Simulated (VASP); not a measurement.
Crystal: SnSe.

```xyz
8
Lattice="11.4200 0.0000 0.0000 0.0000 4.1900 0.0000 0.0000 0.0000 4.4600" Properties=species:S:1:pos:R:3 pbc="T T T"
Sn    1.4047    1.0475    0.4059
Sn    4.3053    3.1425    2.6359
Sn    7.1147    1.0475    1.8241
Sn   10.0153    3.1425    4.0541
Se    4.0769    1.0475    0.0714
Se    1.6331    3.1425    2.3014
Se    9.7869    1.0475    2.1586
Se    7.3431    3.1425    4.3886
```

```yaml
Program: VASP 6.6.1
Task: relaxation of cell and atoms
Functional: PBE
Dispersion: D3(BJ)
Potentials_or_basis: VASP PAW PBE potentials, release 64 (Sn_d, Se)
Cutoff: 600 eV
k_mesh: 4 × 8 × 8
Occupations: gaussian, width 0.03 eV
Spin: no spin polarisation
```

At the start: pressure 0.2 GPa; volume 26.68 Å³/atom.

Where does the relaxation end?

Over 18 steps the energy falls by 7.1 meV/atom and the volume is 26.23 Å³/atom (-1.7 %); space group Pnma (No. 62, to 0.05 Å).

Step by step:
| step | energy change (eV) | largest force (eV/Å) | pressure (GPa) | volume (Å³) |
| --- | --- | --- | --- | --- |
| 1 | 0.0000 | 0.3326 | 0.24 | 213.41 |
| 2 | -0.0384 | 0.0662 | -0.48 | 214.60 |
| 3 | -0.0388 | 0.0889 | -0.43 | 214.48 |
| 4 | -0.0446 | 0.1063 | -0.05 | 212.42 |
| 5 | -0.0459 | 0.1207 | 0.23 | 210.93 |
| 6 | -0.0504 | 0.0911 | 0.19 | 210.47 |
| 7 | -0.0554 | 0.0199 | 0.08 | 209.10 |
| 8 | -0.0555 | 0.0183 | 0.08 | 209.27 |
| 9 | -0.0559 | 0.0287 | -0.01 | 209.72 |
| 10 | -0.0559 | 0.0332 | -0.07 | 209.91 |
| 11 | -0.0559 | 0.0314 | -0.05 | 209.84 |
| 12 | -0.0562 | 0.0247 | -0.04 | 209.83 |
| 13 | -0.0564 | 0.0174 | -0.01 | 209.83 |
| 14 | -0.0563 | 0.0160 | 0.04 | 209.82 |
| 15 | -0.0564 | 0.0144 | 0.01 | 209.83 |
| 16 | -0.0565 | 0.0110 | -0.01 | 209.88 |
| 17 | -0.0565 | 0.0102 | -0.01 | 209.88 |
| 18 | -0.0566 | 0.0091 | -0.01 | 209.84 |

Final structure:
```cif
data_structure
_symmetry_space_group_name_H-M 'P 1'
_symmetry_Int_Tables_number 1
_cell_length_a 11.4951
_cell_length_b 4.1770
_cell_length_c 4.3704
_cell_angle_alpha 90.000
_cell_angle_beta 90.000
_cell_angle_gamma 90.000
_cell_volume 209.84
loop_
_atom_site_label
_atom_site_type_symbol
_atom_site_fract_x
_atom_site_fract_y
_atom_site_fract_z
_atom_site_occupancy
Sn1 Sn 0.11835 0.25000 0.08923 1
Sn2 Sn 0.38165 0.75000 0.58923 1
Sn3 Sn 0.61835 0.25000 0.41077 1
Sn4 Sn 0.88165 0.75000 0.91077 1
Se1 Se 0.35732 0.25000 0.02052 1
Se2 Se 0.14268 0.75000 0.52052 1
Se3 Se 0.85732 0.25000 0.47948 1
Se4 Se 0.64268 0.75000 0.97948 1
```
